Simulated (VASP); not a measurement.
Input:

```
MoS2
1.0
    1.58496    -2.74523     0.00000
    1.58496     2.74523     0.00000
    0.00000     0.00000    13.24826
Mo S
2 4
Direct
  0.33333   0.66667   0.25000
  0.66667   0.33333   0.75000
  0.33333   0.66667   0.86768
  0.66667   0.33333   0.36768
  0.66667   0.33333   0.13232
  0.33333   0.66667   0.63232
```

The numbers are results of MS2 meta-GGA, VASP's PBE PAW potentials (set 64) (plane waves; VASP), not measurements. Run with 520 eV cut-off, 9×9×2 Γ-centred mesh, tetrahedra with Blöchl corrections, potentials Mo_sv S.

Question: Estimate the energy per atom (σ→0), band gap (over mesh and band path) with the smallest direct gap where there is one.

Answer: 
```yaml
band gap (over mesh and band path): 1.32 eV
smallest direct gap (over mesh and band path): 1.70 eV
energy per atom (σ→0): -10.141 eV/atom
```

Total energies compare only between runs with the same potentials, cut-off and functional.

The compound is MoS2 in the 2H layered structure. It was relaxed first, which changed the volume by +8 %.
